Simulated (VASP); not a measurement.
Consider the following.

```xyz
2
Lattice="2.5777 0.0000 0.0000 0.0000 2.5777 0.0000 0.0000 0.0000 2.5777" Properties=species:S:1:pos:R:3 pbc="T T T"
Mg     0.0000     0.0000     0.0000
O      1.2888     1.2888     1.2888
```

Computed with PBEsol GGA, VASP's PBE PAW potentials (set 64) (plane waves; VASP). Settings: 620 eV cut-off, 10×10×10 Γ-centred mesh, Gaussian smearing of 0.050 eV, potentials Mg O.

Q: Estimate the energy per atom (σ→0), pressure, band gap (on the k-mesh) with the smallest direct gap where there is one.

A: 
- band gap (on the k-mesh): 3.08 eV
- smallest direct gap (on the k-mesh): 4.17 eV
- energy per atom (σ→0): -5.499 eV/atom
- pressure: 10.04 GPa

Total energies compare only between runs with the same potentials, cut-off and functional.

The structure was generated: MgO was put into the CsCl type type (Pm-3m), which need not be its known phase. It was relaxed first under an external pressure of 10 GPa.
